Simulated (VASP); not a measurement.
Here is the system:

```yaml
crystal:
  lattice:
    - [1.51955, -2.63194, 0.00000]
    - [1.51955, 2.63194, 0.00000]
    - [0.00000, 0.00000, 3.43012]
  atoms:
    - { symbol: Mg, position: [0.00000, 0.00000, 0.00000] }
    - { symbol: B, position: [0.33333, 0.66667, 0.50000] }
    - { symbol: B, position: [0.66667, 0.33333, 0.50000] }
```

The numbers are results of LDA (Ceperley-Alder, Perdew-Zunger), VASP's LDA PAW potentials (set 64) (plane waves; VASP), not measurements. Run with 520 eV cut-off, 10×10×8 Γ-centred mesh, first-order Methfessel-Paxton smearing of 0.10 eV, potentials Mg B.

**Question.** What does the run give for the energy per atom (σ→0), band gap (on the k-mesh) with the smallest direct gap where there is one?

**Answer.** 
| Property | Result |
|---|---|
| band gap (on the k-mesh) | none (metal, semimetal or under 0.01 eV) |
| energy per atom (σ→0) | -5.762 eV/atom |

The compound is MgB2 in the AlB2 type structure. It was relaxed first, which changed the volume by -6 %. The start is the result of an earlier pass.
